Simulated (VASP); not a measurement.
```
BaZrO3
1.0
    4.27055     0.00000     0.00000
    0.00000     4.27055     0.00000
    0.00000     0.00000     4.27055
Ba Zr O
1 1 3
Direct
  0.00000   0.00000   0.00000
  0.50000   0.50000   0.50000
  0.50000   0.00000   0.50000
  0.00000   0.50000   0.50000
  0.50000   0.50000   0.00000
```

The numbers are results of RPBE GGA, VASP's PBE PAW potentials (set 64) (plane waves; VASP), not measurements. Numerical set-up: 520 eV cut-off, Gaussian smearing of 0.050 eV, potentials Ba_sv Zr_sv O.

Unless said otherwise, spin-orbit coupling is left out, though it shifts the bands of the heavy elements here.

Question: Estimate the band gap (along the path) with the smallest direct gap where there is one.

Answer: 
```yaml
band gap (along the path): 3.11 eV
smallest direct gap (along the path): 3.39 eV
```

The absolute energy has meaning only against runs of the same code, potentials and settings.

The compound is BaZrO3 in the cubic perovskite structure. It was relaxed first, which changed the volume by +6 %.
